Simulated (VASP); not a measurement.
Data:

```
CELL_PARAMETERS angstrom
      0.00000     2.18877     2.18877
      2.18877     0.00000     2.18877
      2.18877     2.18877     0.00000
ATOMIC_POSITIONS crystal
  Al 0.00000 0.00000 0.00000
  N  0.25000 0.25000 0.25000
```

Calculation: PBEsol GGA, VASP's PBE PAW potentials (set 64) (plane waves; VASP). Numerical set-up: 600 eV cut-off, 10×10×10 Γ-centred mesh, Gaussian smearing of 0.050 eV, potentials Al N.

### Question
What does the run give for the energy per atom (σ→0), band gap (on the k-mesh) with the smallest direct gap where there is one?

### Answer

| Quantity | Result |
|---|---|
| band gap (on the k-mesh) | 3.18 eV |
| smallest direct gap (on the k-mesh) | 4.08 eV |
| energy per atom (σ→0) | -753.2 kJ/mol of atoms |

The compound is AlN in the zinc blende structure, a metastable form; wurtzite is the usual one. It was relaxed first.
